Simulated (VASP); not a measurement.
VASP runs on BaHfO$_{3}$ (space group Pm-3m) share one base input (PBE GGA, plane waves, VASP's PBE PAW potentials (set 64)) and change the settings named in each case.

INCAR:
```
# general
SYSTEM  = BaHfO3
PREC    = Accurate
ENCUT   = 400   # plane-wave cut-off (eV)
LREAL   = .FALSE.   # projection in real space or not
LASPH   = .TRUE.   # aspherical one-centre terms

# electronic loop
EDIFF   = 1E-6   # SCF stop (eV)
NELM    = 100   # most electronic steps
ALGO    = Normal
LMAXMIX = 6

# smearing
ISMEAR  = 0
SIGMA   = 0.02

# functional
GGA     = PE

# ions
ISIF    = 2

# output
LWAVE   = .FALSE.
LCHARG  = .FALSE.
```

File POSCAR:
```
BaHfO3
1
    4.0999440000     0.0000000000     0.0000000000
    0.0000000000     4.0999440000     0.0000000000
    0.0000000000     0.0000000000     4.0999440000
Ba Hf O
1 1 3
Direct
  0.0000000000   0.0000000000   0.0000000000
  0.5000000000   0.5000000000   0.5000000000
  0.5000000000   0.0000000000   0.5000000000
  0.0000000000   0.5000000000   0.5000000000
  0.5000000000   0.5000000000   0.0000000000
```

### KPOINTS
```
K-points
0
Gamma
  6 6 6
```

POTCAR, in this order: Ba_sv Hf_pv O (PBE.64 set). Program: vasp_std.

```json
[
 {"change": "base run", "E(σ→0) (eV/atom)": "-8.6810", "pressure (GPa)": "9.44", "gap on the mesh (eV)": "3.69"},
 {"change": "KPOINTS 6×6×6 Γ-centred mesh shifted by (0.5, 0.5, 0.5)", "E(σ→0) (eV/atom)": "-8.6813", "pressure (GPa)": "?", "gap on the mesh (eV)": "?"},
 {"change": "ENCUT = 520", "E(σ→0) (eV/atom)": "-8.6688", "pressure (GPa)": "?", "gap on the mesh (eV)": "?"},
 {"change": "ISYM = 0", "E(σ→0) (eV/atom)": "-8.6810", "pressure (GPa)": "9.44", "gap on the mesh (eV)": "3.69"},
 {"change": "EDIFF = 1E-04", "E(σ→0) (eV/atom)": "-8.6810", "pressure (GPa)": "9.47", "gap on the mesh (eV)": "3.69"}
]
```

### Question
Complete the blanks.

### Answer

- KPOINTS 6×6×6 Γ-centred mesh shifted by (0.5, 0.5, 0.5), pressure (GPa): 9.45
- KPOINTS 6×6×6 Γ-centred mesh shifted by (0.5, 0.5, 0.5), gap on the mesh (eV): 4.14
- ENCUT = 520, pressure (GPa): 13.69
- ENCUT = 520, gap on the mesh (eV): 3.68

Energies of different potentials or functionals have different zeros.  Unless said otherwise, spin-orbit coupling is left out, though it shifts the bands of the heavy elements here. The base run's pressure lies -4.25 GPa from that at 520 eV (Pulay error).

Left out are runs that ran out of time, are held back, or changed the cell or the kind of run, fixed moments of cells without a moment, rows past the twelfth, gaps on odd meshes, pressures of charged cells and columns that move by less than the noise.

The structure is a typed BaHfO3 crystal. The cell was not relaxed at this level, its lattice was scaled by up to 2.5 %.
